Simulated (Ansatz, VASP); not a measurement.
# Cross-check of H23C11 (amorphous polyisobutylene at 580 K) between VASP and Ansatz, part 2 of 2

One calculation is typed for both programs; each brings its own data sets. How far apart do they land? Of the first pair: The structure shown is the start of the Ansatz relaxation below; VASP solves that cell, so the two are compared at the walk's first step.

VASP 6.6.1 and Ansatz 0.2.0.

So far. Step 3 (VASP: single point, LDA, start cell, pair 1): The run ends at a pressure of -3.03 GPa, with forces up to 0.31 eV/Å.

## Step 5: Ansatz: relaxation, LDA

Level of this step: Ansatz beside VASP: Kohn-Sham DFT, plane waves, LDA (Ansatz).

This run makes the geometry at which the two programs are then compared.

The structure compared here is the end of the Ansatz relaxation.

Input file input.yaml:

```yaml
crystal:
  lattice:
    - [10.01304, -0.07404, 0.38212]
    - [-0.07404, 10.68239, -0.41225]
    - [0.38212, -0.41225, 10.31106]
  atoms:
    - { symbol: C, position: [0.78473, 0.54948, 0.50297] }
    - { symbol: C, position: [0.86449, 0.49689, 0.60563] }
    - { symbol: C, position: [0.80077, 0.38607, 0.67636] }
    - { symbol: C, position: [0.9007, 0.35323, 0.77309] }
    - { symbol: C, position: [0.78589, 0.27508, 0.57536] }
    - { symbol: C, position: [0.66245, 0.42938, 0.73983] }
    - { symbol: C, position: [0.58116, 0.36121, 0.84859] }
    - { symbol: C, position: [0.57728, 0.21862, 0.81961] }
    - { symbol: C, position: [0.64413, 0.39222, 0.97853] }
    - { symbol: C, position: [0.43966, 0.42018, 0.85392] }
    - { symbol: C, position: [0.30867, 0.3685, 0.92246] }
    - { symbol: C, position: [0.20596, 0.47174, 0.91226] }
    - { symbol: C, position: [0.26089, 0.24986, 0.8438] }
    - { symbol: C, position: [0.33054, 0.34648, 0.06574] }
    - { symbol: C, position: [0.21469, 0.32625, 0.17133] }
    - { symbol: C, position: [0.14431, 0.44953, 0.21917] }
    - { symbol: C, position: [0.10859, 0.233, 0.12147] }
    - { symbol: C, position: [0.27268, 0.26472, 0.28645] }
    - { symbol: C, position: [0.35768, 0.33535, 0.38898] }
    - { symbol: C, position: [0.41826, 0.23389, 0.46302] }
    - { symbol: C, position: [0.27144, 0.41828, 0.48946] }
    - { symbol: C, position: [0.47275, 0.41455, 0.33181] }
    - { symbol: H, position: [0.76393, 0.47688, 0.42351] }
    - { symbol: H, position: [0.84095, 0.62722, 0.4571] }
    - { symbol: H, position: [0.68682, 0.58835, 0.54482] }
    - { symbol: H, position: [0.88563, 0.57293, 0.68248] }
    - { symbol: H, position: [0.96487, 0.46593, 0.56035] }
    - { symbol: H, position: [0.00042, 0.33345, 0.72039] }
    - { symbol: H, position: [0.87055, 0.26882, 0.82508] }
    - { symbol: H, position: [0.91476, 0.43311, 0.8471] }
[... 100 atom lines left out ...]
    - { symbol: H, position: [0.42044, 0.67262, 0.43746] }
    - { symbol: H, position: [0.42758, 0.83534, 0.40133] }
    - { symbol: H, position: [0.56538, 0.76755, 0.47156] }
    - { symbol: H, position: [0.4068, 0.73854, 0.80512] }
    - { symbol: H, position: [0.56051, 0.72609, 0.70218] }
    - { symbol: H, position: [0.42413, 0.61788, 0.67381] }
kpoints:
  mp_grid: { grid: [1, 1, 1] }
hamiltonian:
  xc: lda
scf:
  occupations: { method: fixed }
output:
  forces: true
  eigenvalues: true
  stress: true
relax:
  f_tol: 0.05
  max_steps: 70
```

On the command line:

```bash
$ ansatz run input.yaml --threads 4 --pin off --max-ram 8192MiB --backend cpu --events-out ev --progress --plain --runs-dir out
```

Numbers of over 12 decimals in the logs are rounded to 6 here.

The log of the run:

```text
[...]
Crystal: 136 atoms, lattice volume = 1099.609 Å³
Basis set: ecut = 420 eV, 21493 PW (Γ)
Bands: 270, of which v1, the nominal top of the filled ones, is band 134 counted from 1 (133 counted from 0)
Symmetry: 1 space group operations
[...]
k-points: 1
[...]
SCF iter   1: F=—  HF=-12145.512074 eV  |F-HF|=—  |Δ(HF+E_count)|=         —  Δρ=9.07e-3  dr2=6.10e-1  ethr=1.77e-3  ⟨swp⟩=4.0  Hψ=913  notcnv=0  defer=133
[...]
- { symbol: C, position: [0.913580, 0.823176, 0.981317] }
    - { symbol: C, position: [0.021351, 0.792255, 0.069820] }
[...]
- { symbol: C, position: [0.391543, 0.806355, 0.611737] }
    - { symbol: C, position: [0.435775, 0.939382, 0.652045] }
    - { symbol: C, position: [0.451538, 0.769009, 0.475177] }
    - { symbol: C, position: [0.447873, 0.719432, 0.703183] }
[...]
- { symbol: H, position: [0.561832, 0.767880, 0.474573] }
    - { symbol: H, position: [0.405492, 0.740137, 0.804287] }
    - { symbol: H, position: [0.557680, 0.728965, 0.702349] }
    - { symbol: H, position: [0.423705, 0.620437, 0.674619] }
```

## Step 6: VASP: single point, LDA, relaxed cell, pair 2

The same cell, functional (in two slightly different forms) and mesh now go to VASP, with its own data sets.

Input file INCAR:

```
SYSTEM = H23C11
PREC = Accurate
ENCUT = 600
EDIFF = 1E-06
NELM = 120
ISMEAR = 0
SIGMA = 0.01
LREAL = Auto
ALGO = Normal
GGA = CA
NBANDS = 229
LORBIT = 11
LWAVE = .FALSE.
LCHARG = .FALSE.
ISIF = 2
LASPH = .TRUE.
GGA_COMPAT = .FALSE.
EFERMI = MIDGAP
```

Input file POSCAR:

```
H23C11
1.0
   10.0130400000     -0.0740400000      0.3821200000
   -0.0740400000     10.6823900000     -0.4122500000
    0.3821200000     -0.4122500000     10.3110600000
C H
44 92
Direct
    0.7797400000      0.5499400000      0.5090000000
    0.8593500000      0.4970800000      0.6098200000
    0.7967800000      0.3862900000      0.6788300000
    0.8958100000      0.3533300000      0.7745000000
    0.7832500000      0.2766000000      0.5780000000
    0.6592400000      0.4282400000      0.7414300000
    0.5790700000      0.3602000000      0.8489700000
    0.5760800000      0.2190300000      0.8197900000
    0.6415000000      0.3908300000      0.9776100000
    0.4385100000      0.4179200000      0.8544900000
    0.3092900000      0.3663100000      0.9232100000
    0.2063400000      0.4673600000      0.9125100000
    0.2627500000      0.2480100000      0.8461800000
    0.3314400000      0.3455100000      0.0654000000
    0.2169000000      0.3260100000      0.1704800000
    0.1472400000      0.4482500000      0.2173900000
    0.1116900000      0.2335100000      0.1216100000
    0.2743200000      0.2655100000      0.2848700000
    0.3580600000      0.3355100000      0.3867800000
    0.4177700000      0.2349000000      0.4603100000
    0.2726000000      0.4179600000      0.4860300000
    0.4720900000      0.4138000000      0.3300700000
    0.7405100000      0.9973300000      0.3956500000
    0.8165000000      0.9475000000      0.2711600000
    0.7547500000      0.9779300000      0.1468100000
    0.7287100000      0.1180600000      0.1510200000
    0.6206700000      0.9109700000      0.1363600000
    0.8494500000      0.9501900000      0.0244700000
    0.9135800000      0.8231800000      0.9813200000
    0.0213500000      0.7922600000      0.0698200000
[... 100 atom lines left out ...]
    0.4183100000      0.6742200000      0.4401600000
    0.4261200000      0.8353000000      0.4043500000
    0.5618300000      0.7678800000      0.4745700000
    0.4054900000      0.7401400000      0.8042900000
    0.5576800000      0.7289700000      0.7023500000
    0.4237000000      0.6204400000      0.6746200000
```

Input file KPOINTS:

```
Automatic mesh
0
Gamma
1 1 1
0 0 0
```

The projector-augmented-wave data sets are C and H (LDA family, release 64).

On the command line:

```bash
$ export OMP_NUM_THREADS=3
$ mpirun -np 1 vasp_gam
```

The log of the run:

```text
[... set-up lines as in an earlier step ...]
 entering main loop
       N       E                     dE             d eps       ncg     rms          rms(c)
DAV:   1     0.160344837979E+04    0.16034E+04   -0.14519E+05   458   0.121E+03
DAV:   2    -0.657965711365E+03   -0.22614E+04   -0.21192E+04   575   0.261E+02
DAV:   3    -0.863297570203E+03   -0.20533E+03   -0.20346E+03   580   0.772E+01
DAV:   4    -0.868707064999E+03   -0.54095E+01   -0.53939E+01   596   0.144E+01
[...]
DAV:  17    -0.783578039385E+03   -0.19542E-05   -0.31307E-05   596   0.174E-02    0.644E-03
DAV:  18    -0.783578041688E+03   -0.23031E-05   -0.19611E-05   564   0.968E-03    0.419E-03
DAV:  19    -0.783578041368E+03    0.31992E-06   -0.20022E-06   484   0.347E-03
   1 F= -.78357804E+03 E0= -.78357804E+03  d E =0.000000E+00
```

Parts of OUTCAR (step 6):

```text
  FREE ENERGIE OF THE ION-ELECTRON SYSTEM (eV)
  ---------------------------------------------------
  free  energy   TOTEN  =      -783.5780413677 eV

  energy  without entropy=     -783.5780413677  energy(sigma->0) =     -783.57804137
```

The run ends at a pressure of -0.09 GPa, with forces up to 0.051 eV/Å.

## Step 7: Side by side

What differs besides the data sets and the points named for the pairs above, as far as they apply: the cutoff is 420 eV in Ansatz and 600 eV in VASP (PREC = Accurate, projectors in real space). Total energies have different zeros and are not compared.

Both answers:

```tsv
quantity	Ansatz	VASP	difference
pressure (GPa)	-0.23	-0.09	-0.14
gap on the k mesh (eV)	5.060	5.059	0.000
```

Forces on 9 of the 136 atoms, those with the largest forces and the largest differences (eV/Å; atoms numbered as in POSCAR):

```tsv
atom	Ansatz x, y, z	VASP x, y, z
H48	-0.002, 0.003, 0.004	0.009, 0.035, 0.036
H78	0.000, 0.004, 0.004	-0.032, -0.007, 0.039
H115	0.002, -0.002, 0.002	-0.018, 0.016, -0.039
H118	-0.007, 0.006, 0.002	-0.035, 0.016, -0.031
H119	0.000, -0.002, -0.002	-0.006, -0.048, 0.001
H121	-0.003, 0.002, 0.000	-0.035, 0.018, -0.029
H123	-0.002, -0.001, -0.003	-0.037, 0.018, -0.026
H126	0.006, 0.001, -0.005	-0.005, 0.017, 0.040
H133	0.002, 0.000, 0.001	0.049, -0.001, 0.001
```

The forces differ by 22 meV/Å r.m.s., where the r.m.s. force is 0.003 eV/Å in Ansatz and 0.021 eV/Å in VASP: the atoms lie near their places of rest in Ansatz, so a percentage would say little (all taken over all components). A gap on the mesh is an upper bound, since the band edges may lie between its points.

## Step 8: What came out

| Quantity | Value |
| --- | --- |
| r.m.s. force difference (single point, LDA, start cell, pair 1) | 24 meV/Å |
| r.m.s. force difference (single point, LDA, relaxed cell, pair 2) | 22 meV/Å |

In words: The r.m.s. force difference is 24 meV/Å (single point, LDA, start cell, pair 1), beyond the 12 meV/Å picked in this series as the mark of a large difference. What causes the difference of the single point, LDA, start cell, pair 1 pair stays open here. What causes the difference of the single point, LDA, relaxed cell, pair 2 pair stays open here. How closely two codes agree says nothing of how well the functional describes the real material.

[Lines on the potential files, build, host, timing and source positions are cut from VASP's logs without a mark.]

[Logs are printed without paths, hosts, clocks, repeated set-up lines and the standing remarks that a program may print on its own settings, such as how far it seeks lower states.]

[Hosts, paths, dates, database ids (printed as entryN), source tags and the programs' standing remarks are cut or masked in the printed files.]
